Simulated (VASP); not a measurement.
Calculation: LDA (Ceperley-Alder, Perdew-Zunger), VASP's LDA PAW potentials (set 64) (plane waves; VASP 6.6.1).

A VASP calculation is set up with these files.

**POSCAR**
```
MgS
1
    0.0000000000     2.4211057047     2.4211057047
    2.4211057047     0.0000000000     2.4211057047
    2.4211057047     2.4211057047     0.0000000000
Mg S
1 1
Direct
  0.0000000000   0.0000000000   0.0000000000
  0.5000000000   0.5000000000   0.5000000000
```

**INCAR**
```
! general
SYSTEM =MgS
PREC   =Accurate
ENCUT  =500   ! plane-wave cut-off (eV)
LREAL  =.FALSE.   ! projection in real space or not
LASPH  =.TRUE.

! electronic loop
EDIFF  =1E-6
NELM   =100
ALGO   =Normal

! smearing
ISMEAR =0   ! Gaussian
SIGMA  =0.05   ! width (eV)

! ions
IBRION =2   ! conjugate gradients
NSW    =40   ! most ionic steps
ISIF   =3   ! ions, shape and volume
EDIFFG =-0.02   ! ionic stop
PSTRESS=300   ! kbar

! output
LWAVE  =.FALSE.
LCHARG =.FALSE.
```

File KPOINTS:
```
Automatic mesh
0
Gamma
9 9 9
0 0 0
```

POTCAR, in this order: Mg S (LDA.64 set). Program: vasp_std.

Energy and stress use the plane-wave basis of the starting cell.

Task: What does the run give for the energy per atom (σ→0), volume per atom?

Result: 
```json
{
  "energy per atom (σ→0)": "-4.539 eV/atom",
  "volume_per_atom": "13.42 Å^3/atom"
}
```

OSZICAR:
```
...
DAV:   1    -0.921907869534E+01   -0.61205E+00   -0.30503E+00   704   0.118E+01    0.321E+00
DAV:   2    -0.909690085611E+01    0.12218E+00   -0.31928E-01   560   0.340E+00    0.121E+00
DAV:   3    -0.907950559798E+01    0.17395E-01   -0.84097E-02   616   0.170E+00    0.650E-01
DAV:   4    -0.907924505169E+01    0.26055E-03   -0.62532E-04   624   0.227E-01    0.549E-01
DAV:   5    -0.907877174826E+01    0.47330E-03   -0.23219E-04   616   0.113E-01    0.815E-02
DAV:   6    -0.907876020848E+01    0.11540E-04   -0.44466E-06   712   0.178E-02    0.330E-02
DAV:   7    -0.907875972385E+01    0.48463E-06   -0.29283E-07   304   0.347E-03
   3 F= -.40532556E+01 E0= -.40532556E+01  d E =-.519401E-01
```

The compound is MgS in the rock salt structure. This run relaxes it under an external pressure of 30 GPa. Symmetry was kept, so distortions that lower it aren't found.
